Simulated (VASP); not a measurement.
An input for Quantum ESPRESSO's pw.x (written as the equivalent of a VASP run, and not itself run):

```
&CONTROL
  calculation = 'scf'
  pseudo_dir = './pseudo'
  outdir = './out'
  tprnfor = .true.
  tstress = .true.
/
&SYSTEM
  ibrav = 0
  nat = 3
  ntyp = 2
  ecutwfc = 70
  occupations = 'smearing'
  smearing = 'gaussian'
  degauss = 0.003675
  input_dft = 'pbe'
/
&ELECTRONS
  conv_thr = 7.3e-08
  electron_maxstep = 100
/
ATOMIC_SPECIES
  Pb 207.200 Pb.upf
  I 126.904 I.upf
CELL_PARAMETERS angstrom
     2.2800000   -3.9490760    0.0000000
     2.2800000    3.9490760    0.0000000
     0.0000000    0.0000000    6.9800000
ATOMIC_POSITIONS crystal
  Pb   0.0000000  0.0000000  0.0000000
  I    0.3333330  0.6666670  0.2680000
  I    0.6666670  0.3333330  0.7320000
K_POINTS automatic
  8 8 5 1 1 0
```

Write the VASP files for the same calculation (PBE).

Several could match; the one computed here: 
File KPOINTS:
```
Automatic mesh
0
Monkhorst-Pack
8 8 5
0 0 0
```

INCAR:
```
! general
SYSTEM  = PbI2
PREC    = Accurate
ENCUT   = 400
LREAL   = F   ! projection in real space or not
LASPH   = T

! electronic loop
EDIFF   = 1E-6   ! SCF stop (eV)
NELM    = 100   ! most electronic steps
ALGO    = Normal
LMAXMIX = 4   ! l cut-off of mixed one-centre charges

! smearing
ISMEAR  = 0   ! Gaussian
SIGMA   = 0.05   ! width (eV)

! functional
GGA     = PE

! ions
ISIF    = 2   ! forces and stress, cell fixed

! output
LWAVE   = F
LCHARG  = F
```

File POSCAR:
```
PbI2
6.980
  0.3266475645  -0.5657702006   0.0000000000
  0.3266475645   0.5657702006   0.0000000000
  0.0000000000   0.0000000000   1.0000000000
Pb I
1 2
Cartesian
  0.0000000000   0.0000000000   0.0000000000
  0.3266475645   0.1885904440   0.2680000000
  0.3266475645  -0.1885904440   0.7320000000
```

POTCAR, in this order: Pb_d I (PBE.64 set). Program: vasp_std.

Limits of the translation: the potentials are each code's own (VASP's PAW set, PseudoDojo norm-conserving files in pw.x), so ENCUT and ecutwfc are chosen apart and not converted; conv_thr bounds pw.x's estimated SCF error, while EDIFF bounds the energy change between steps; an even Monkhorst-Pack mesh in KPOINTS is the half-step-shifted mesh of pw.x.

The compound is PbI2 in the 1T layered structure. The cell was not relaxed at this level. The run is one of a series of settings (KPOINTS 8×8×5 Monkhorst-Pack mesh against the base run), some of them coarse on purpose.
